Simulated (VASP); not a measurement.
Ga:

```
Ga
1.0
     2.26150   -3.83050    0.00000
     2.26150    3.83050    0.00000
     0.00000    0.00000    4.52400
Ga
4
Direct
  0.84510 0.15490 0.08100
  0.65490 0.34510 0.58100
  0.15490 0.84510 0.91900
  0.34510 0.65490 0.41900
```

```yaml
Program: VASP 6.6.1
Task: relaxation of cell and atoms
Functional: PBE
Potentials_or_basis: VASP PAW PBE potentials, release 64 (Ga_d)
Cutoff: 600 eV
k_mesh: 13 × 13 × 11
Occupations: fermi-dirac, width 0.05 eV
Spin: no spin polarisation
```

At the start: pressure 2.1 GPa; volume 19.59 Å³/atom.

**Question.** Where does the relaxation end?

**Answer.** Over 18 steps the energy falls by 5.1 meV/atom and the volume is 20.34 Å³/atom (+3.8 %); space group Cmce (No. 64, to 0.05 Å).

Step by step:
| step | energy change (eV) | largest force (eV/Å) | pressure (GPa) | volume (Å³) |
| --- | --- | --- | --- | --- |
| 1 | 0.0000 | 0.1343 | 2.07 | 78.38 |
| 2 | -0.0198 | 0.0258 | 0.14 | 81.29 |
| 3 | -0.0196 | 0.0165 | -0.25 | 81.62 |
| 4 | -0.0198 | 0.0305 | -0.04 | 81.40 |
| 5 | -0.0202 | 0.0155 | -0.02 | 81.43 |
| 6 | -0.0205 | 0.0077 | -0.02 | 81.48 |
| 7 | -0.0205 | 0.0137 | 0.04 | 81.47 |
| 8 | -0.0205 | 0.0069 | -0.05 | 81.47 |
| 9 | -0.0205 | 0.0120 | -0.05 | 81.47 |
| 10 | -0.0205 | 0.0094 | 0.08 | 81.37 |
| 11 | -0.0205 | 0.0081 | 0.05 | 81.39 |
| 12 | -0.0205 | 0.0080 | -0.04 | 81.40 |
| 13 | -0.0205 | 0.0067 | 0.09 | 81.40 |
| 14 | -0.0205 | 0.0074 | -0.08 | 81.40 |
| 15 | -0.0205 | 0.0062 | -0.01 | 81.40 |
| 16 | -0.0205 | 0.0036 | 0.05 | 81.37 |
| 17 | -0.0205 | 0.0070 | 0.00 | 81.38 |
| 18 | -0.0205 | 0.0044 | 0.00 | 81.37 |

Final structure:
```
Ga
1.0
     2.28994   -3.87325    0.00000
     2.28994    3.87325    0.00000
     0.00000    0.00000    4.58731
Ga
4
Direct
  0.84368 0.15632 0.08178
  0.65632 0.34368 0.58178
  0.15632 0.84368 0.91822
  0.34368 0.65632 0.41822
```
